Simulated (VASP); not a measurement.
Method: PBEsol GGA, VASP's PBE PAW potentials (set 64) (plane waves; VASP).

VASP input:

File POSCAR:
```
KF
1.0
  0.0000000000   2.6567520413   2.6567520413
  2.6567520413   0.0000000000   2.6567520413
  2.6567520413   2.6567520413   0.0000000000
K F
1 1
Cart
  0.0000000000   0.0000000000   0.0000000000
  2.6567520413   2.6567520413   2.6567520413
```

INCAR:
```
ALGO  =  Fast
EDIFF  =  1E-5
EDIFFG  =  -0.03
ENCUT  =  450
GGA  =  PS
IBRION  =  2
ISIF  =  2
ISMEAR  =  0
LASPH  =  .TRUE.
LCHARG  =  .FALSE.
LREAL  =  .FALSE.
LWAVE  =  .FALSE.
NELM  =  100
NELMIN  =  4
NSW  =  20
PREC  =  Normal
SIGMA  =  0.05
SYSTEM  =  KF
```

### KPOINTS
```
Automatic
0
Gamma
  10 10 10
0 0 0
```

POTCAR, in this order: K_sv F (PBE.64 set). Program: vasp_std.

At this cut-off the stress carries a Pulay error, which pulls relaxed volumes low.

Problem. Estimate the energy per atom (σ→0), pressure, band gap (on the k-mesh).

Solution. 
* **energy per atom (σ→0)**: -4.262 eV/atom
* **band gap (on the k-mesh)**: 6.12 eV
* **pressure**: -1.29 GPa

**OSZICAR**
```
...
RMM:  10    -0.852353969759E+01   -0.15096E-02   -0.86159E-03  1242   0.659E-01    0.124E-01
RMM:  11    -0.852331893030E+01    0.22077E-03   -0.29885E-03  1304   0.348E-01    0.476E-02
RMM:  12    -0.852349894755E+01   -0.18002E-03   -0.14382E-03  1298   0.192E-01    0.359E-02
RMM:  13    -0.852357513964E+01   -0.76192E-04   -0.76238E-04  1259   0.139E-01    0.278E-02
RMM:  14    -0.852359745196E+01   -0.22312E-04   -0.28508E-04  1252   0.874E-02    0.103E-02
RMM:  15    -0.852361156325E+01   -0.14111E-04   -0.14092E-04  1055   0.551E-02    0.759E-03
RMM:  16    -0.852361816217E+01   -0.65989E-05   -0.63296E-05   971   0.372E-02
   1 F= -.85236182E+01 E0= -.85236182E+01  d E =-.852362E+01
```

The compound is KF in the rock salt structure. It was relaxed first.
